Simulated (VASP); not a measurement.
These are PBE GGA with D3 dispersion (zero damping), VASP's PBE PAW potentials (set 64) (plane waves; VASP) values and carry that method's errors.

Input for VASP

File POSCAR:
```
FePt
1
    2.7408906432     0.0000000000     0.0000000000
    0.0000000000     2.7408906432     0.0000000000
    0.0000000000     0.0000000000     3.8143524381
Fe Pt
1 1
Direct
  0.0000000000   0.0000000000   0.0000000000
  0.5000000000   0.5000000000   0.5000000000
```

### INCAR
```
ALGO  =  Normal
EDIFF  =  1E-7
EDIFFG  =  -0.01
ENCUT  =  520
GGA  =  PE
IBRION  =  2
ISIF  =  4
ISMEAR  =  1
ISPIN  =  2
IVDW  =  11
LASPH  =  .TRUE.
LCHARG  =  .FALSE.
LMAXMIX  =  6
LORBIT  =  10
LREAL  =  .FALSE.
LWAVE  =  .FALSE.
MAGMOM  =  2.9 0.3
NELM  =  100
NSW  =  30
PREC  =  Accurate
SIGMA  =  0.1
SYSTEM  =  FePt
```

### KPOINTS
```
Automatic mesh
0
Gamma
13 13 10
0 0 0
```

POTCAR, in this order: Fe Pt (PBE.64 set). Program: vasp_std.

Output

### OUTCAR
```
 ion  position               nearest neighbor table
   1  0.000  0.000  0.000-   2 2.72   2 2.72   2 2.72   2 2.72   2 2.72   2 2.72   2 2.72   2 2.72
  LATTYP: Found a simple tetragonal cell.
 ALAT       =     2.7408906432
 C/A-ratio  =     1.3916470719
 Subroutine PRICEL returns:
 Original cell was already a primitive cell.
 Subroutine GETGRP returns: Found 16 space group operations
The static configuration has the point symmetry D_4h.
The dynamic configuration has the point symmetry D_4h.
The overall configuration has the point symmetry D_4h.
 Subroutine INISYM returns: Found 16 space group operations
 Subroutine IBZKPT returns following result:
 Found    168 irreducible k-points:

 Following reciprocal coordinates:
            Coordinates               Weight
  0.000000  0.000000  0.000000      1.000000
  0.076923  0.000000  0.000000      4.000000
  0.153846  0.000000  0.000000      4.000000
  0.230769  0.000000  0.000000      4.000000
  0.307692  0.000000  0.000000      4.000000
  0.384615  0.000000  0.000000      4.000000
  0.461538  0.000000  0.000000      4.000000
  0.076923  0.076923  0.000000      4.000000
  0.153846  0.076923  0.000000      8.000000
  0.230769  0.076923  0.000000      8.000000
  0.307692  0.076923  0.000000      8.000000
  0.384615  0.076923  0.000000      8.000000
  0.461538  0.076923  0.000000      8.000000
  0.153846  0.153846  0.000000      4.000000
  0.230769  0.153846  0.000000      8.000000
  0.307692  0.153846  0.000000      8.000000
  0.384615  0.153846  0.000000      8.000000
  0.461538  0.153846  0.000000      8.000000
  0.230769  0.230769  0.000000      4.000000
  0.307692  0.230769  0.000000      8.000000
  0.384615  0.230769  0.000000      8.000000
  0.461538  0.230769  0.000000      8.000000
  0.307692  0.307692  0.000000      4.000000
  0.384615  0.307692  0.000000      8.000000
  0.461538  0.307692  0.000000      8.000000
  0.384615  0.384615  0.000000      4.000000
  0.461538  0.384615  0.000000      8.000000
  0.461538  0.461538  0.000000      4.000000
  0.000000  0.000000  0.100000      2.000000
  0.076923  0.000000  0.100000      8.000000
  0.153846  0.000000  0.100000      8.000000
  0.230769  0.000000  0.100000      8.000000
  0.307692  0.000000  0.100000      8.000000
  0.384615  0.000000  0.100000      8.000000
  0.461538  0.000000  0.100000      8.000000
  0.076923  0.076923  0.100000      8.000000
  0.153846  0.076923  0.100000     16.000000
  0.230769  0.076923  0.100000     16.000000
  0.307692  0.076923  0.100000     16.000000
  0.384615  0.076923  0.100000     16.000000
   k-points           NKPTS =    168   k-points in BZ     NKDIM =    168   number of bands    NBANDS=     15
   number of dos      NEDOS =    301   number of ions     NIONS =      2
   total plane-waves  NPLWV =  11200
   dimension x,y,z NGX =    20 NGY =   20 NGZ =   28
   dimension x,y,z NGXF=    40 NGYF=   40 NGZF=   56
   ions per type =               1   1
   PREC   = accura    normal or accurate (medium, high low for compatibility)
   ISTART =      0    job   : 0-new  1-cont  2-samecut
   ICHARG =      2    charge: 1-file 2-atom 10-const
   ISPIN  =      2    spin polarized calculation?
   LNONCOLLINEAR =      F non collinear calculations
   LSORBIT =      F    spin-orbit coupling
   INIWAV =      1    electr: 0-lowe 1-rand  2-diag
   ENCUT  =  520.0 eV  38.22 Ry    6.18 a.u.   5.10  5.10  7.09*2*pi/ulx,y,z
   NELM   =    100;   NELMIN=  2; NELMDL= -5     # of ELM steps
   EDIFF  = 0.1E-06   stopping-criterion for ELM
   LREAL  =      F    real-space projection
   NLSPLINE    = F    spline interpolate recip. space projectors
...
```

**OSZICAR**
```
       N       E                     dE             d eps       ncg     rms          rms(c)
DAV:   1     0.925543474759E+02    0.92554E+02   -0.87515E+03 10296   0.131E+03
DAV:   2    -0.128645993703E+02   -0.10542E+03   -0.94464E+02 10423   0.254E+02
DAV:   3    -0.161787553614E+02   -0.33142E+01   -0.32178E+01 12643   0.546E+01
DAV:   4    -0.162130155704E+02   -0.34260E-01   -0.34243E-01 11532   0.477E+00
DAV:   5    -0.162139550923E+02   -0.93952E-03   -0.93950E-03 13333   0.895E-01    0.159E+01
DAV:   6    -0.178706531734E+02   -0.16567E+01   -0.16163E+01 11030   0.872E+01    0.269E+01
DAV:   7    -0.148960430934E+02    0.29746E+01   -0.10741E+01 12841   0.819E+01    0.845E+00
DAV:   8    -0.148891433907E+02    0.68997E-02   -0.47020E-01 11976   0.102E+01    0.413E+00
DAV:   9    -0.148087431756E+02    0.80400E-01   -0.12289E-01 14639   0.754E+00    0.165E+00
DAV:  10    -0.147988764187E+02    0.98668E-02   -0.37407E-02 15187   0.375E+00    0.638E-01
DAV:  11    -0.147981655042E+02    0.71091E-03   -0.19376E-03 13154   0.724E-01    0.261E-01
DAV:  12    -0.147980045099E+02    0.16099E-03   -0.25169E-04 13650   0.225E-01    0.576E-02
DAV:  13    -0.147980165862E+02   -0.12076E-04   -0.46295E-05 12349   0.109E-01    0.326E-02
DAV:  14    -0.147980174997E+02   -0.91354E-06   -0.22377E-06 13356   0.267E-02    0.178E-02
DAV:  15    -0.147980172845E+02    0.21520E-06   -0.26654E-06 13902   0.416E-02    0.488E-03
DAV:  16    -0.147980174518E+02   -0.16725E-06   -0.54682E-07 10736   0.124E-02    0.146E-03
DAV:  17    -0.147980174823E+02   -0.30522E-07   -0.53373E-08  5712   0.278E-03
   1 F= -.15892098E+02 E0= -.15891918E+02  d E =-.158921E+02  mag=     3.2907
       N       E                     dE             d eps       ncg     rms          rms(c)
DAV:   1    -0.147979823188E+02    0.35133E-04   -0.96508E-03 11284   0.796E-01    0.870E-02
DAV:   2    -0.147979422807E+02    0.40038E-04   -0.53625E-04 13525   0.559E-01    0.118E-01
DAV:   3    -0.147978518210E+02    0.90460E-04   -0.29556E-04 12920   0.465E-01    0.451E-02
DAV:   4    -0.147978286996E+02    0.23121E-04   -0.38473E-05 13491   0.692E-02    0.180E-02
DAV:   5    -0.147978277814E+02    0.91827E-06   -0.34320E-06 14401   0.354E-02    0.561E-03
DAV:   6    -0.147978276006E+02    0.18073E-06   -0.20987E-07  8510   0.467E-03    0.268E-03
DAV:   7    -0.147978275573E+02    0.43351E-07   -0.47327E-08  5782   0.261E-03
   2 F= -.15892153E+02 E0= -.15891989E+02  d E =-.550991E-04  mag=     3.2875
```

### OUTCAR
```
------------------------ aborting loop because EDIFF is reached ----------------------------------------
 Edisp (eV)   -1.09433
  FORCE on cell =-STRESS in cart. coord.  units (eV):
  Direction    XX          YY          ZZ          XY          YZ          ZX
  --------------------------------------------------------------------------------------
  Total      -2.04196    -2.04196    -2.01820     0.00000     0.00000    -0.00000
  in kB    -114.17021  -114.17021  -112.84172     0.00000     0.00000    -0.00000
  external pressure =     -113.73 kB  Pullay stress =        0.00 kB
  volume of cell :       28.66
      direct lattice vectors                 reciprocal lattice vectors
     2.739308006  0.000000000  0.000000000     0.365055699 -0.000000000  0.000000000
     0.000000000  2.739308006  0.000000000     0.000000000  0.365055699  0.000000000
    -0.000000000  0.000000000  3.818761200    -0.000000000 -0.000000000  0.261865026
 POSITION                                       TOTAL-FORCE (eV/Angst)
 -----------------------------------------------------------------------------------
      0.00000      0.00000      0.00000         0.000000      0.000000      0.000000
      1.36965      1.36965      1.90938        -0.000000      0.000000      0.000000
 -----------------------------------------------------------------------------------
    total drift:                               -0.000000      0.000000      0.000000
  FREE ENERGIE OF THE ION-ELECTRON SYSTEM (eV)
  ---------------------------------------------------
  free  energy   TOTEN  =       -15.8921531013 eV

  energy  without entropy=      -15.8916608826  energy(sigma->0) =      -15.89198903

 total charge

# of ion       s       p       d       tot
------------------------------------------
    1        0.394   0.419   6.097   6.910
    2        0.697   0.620   8.038   9.355
--------------------------------------------------
tot          1.091   1.039  14.134  16.265

 magnetization (x)

# of ion       s       p       d       tot
------------------------------------------
    1        0.003  -0.008   2.960   2.955
    2       -0.025  -0.069   0.415   0.321
--------------------------------------------------
tot         -0.022  -0.077   3.375   3.276

 reached required accuracy - stopping structural energy minimisation
```
(Selected blocks of OUTCAR.)

File CONTCAR:
```
FePt
   1.00000000000000
     2.7393080064251820    0.0000000000000000    0.0000000000000000
     0.0000000000000000    2.7393080064251816    0.0000000000000000
    -0.0000000000000000    0.0000000000000000    3.8187611999404991
  Fe              Pt
     1     1
Direct
     0.0000000000000000    0.0000000000000000    0.0000000000000000
     0.5000000000000000    0.5000000000000000    0.5000000000000000
```

File OUTCAR:
```
 val. band max:        8.1533243550   @ k =   0.1538   0.0000   0.1000

 cond. band min:       8.1595507924   @ k =   0.3846   0.0769   0.5000


 Fermi energy:         8.1536822674

 spin component 1

 k-point     1 :       0.0000    0.0000    0.0000
  band No.  band energies     occupation
      1      -1.1010      1.00000
      2       2.1029      1.00000
      3       2.2903      1.00000
      4       4.8765      1.00000
      5       4.8765      1.00000
      6       5.2493      1.00000
      7       6.1023      1.00000
      8       6.1675      1.00000
      9       7.6679      1.00000
     10       7.7032      1.00000
     11       7.7032      1.00000
     12      10.1717      0.00000
     13      17.1368      0.00000
     14      19.8759      0.00000
     15      19.8759      0.00000

 k-point     2 :       0.0769    0.0000    0.0000
  band No.  band energies     occupation
      1      -0.9497      1.00000
      2       2.1875      1.00000
      3       2.3883      1.00000
      4       4.8166      1.00000
      5       4.9172      1.00000
      6       5.2902      1.00000
      7       6.0681      1.00000
      8       6.1698      1.00000
      9       7.2323      1.00000
     10       7.5357      1.00000
     11       7.6679      1.00000
     12      10.7815      0.00000
     13      17.0556      0.00000
     14      19.0463      0.00000
     15      20.1495      0.00000

 k-point     3 :       0.1538    0.0000    0.0000
  band No.  band energies     occupation
      1      -0.5148      1.00000
      2       2.3853      1.00000
      3       2.7130      1.00000
      4       4.6431      1.00000
      5       5.0366      1.00000
      6       5.3784      1.00000
      7       5.9751      1.00000
      8       6.2104      1.00000
      9       6.4190      1.00000
     10       7.1893      1.00000
     11       7.5633      1.00000
     12      12.0207      0.00000
     13      16.4522      0.00000
...
```

Unless said otherwise, spin-orbit coupling is left out, though it shifts the bands of the heavy elements here.

The compound is FePt in the L1_0 structure. This cell is one point of a volume scan, at 1.06 of the reference volume. Symmetry was kept, so distortions that lower it aren't found.
